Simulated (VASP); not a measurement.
Consider the following.

```
CELL_PARAMETERS angstrom
      4.28380     0.00000     0.00000
      0.00000     4.28380     0.00000
      0.00000     0.00000     4.28380
ATOMIC_POSITIONS crystal
  Tl 0.00000 0.00000 0.00000
  Br 0.50000 0.50000 0.50000
```

Computed with RPBE GGA, VASP's PBE PAW potentials (set 64) (plane waves; VASP 6.6.1). Run with 520 eV cut-off, 6×6×6 Γ-centred mesh, Gaussian smearing of 0.050 eV, potentials Tl_d Br.

Problem. The job: TlBr (CsCl type), 2 atoms, RPBE, static run, 520 eV, 6×6×6 Γ-centred mesh. Roughly how much core time does it take on a busy server core?

Solution. About 9 core-seconds (one run on a shared machine, a rough figure). It had 20 irreducible k-points, 14 bands, up to 2176 plane waves and 15 electronic steps.

The compound is TlBr in the CsCl type structure. This cell is one point of a volume scan, at 1.06 of the reference volume.
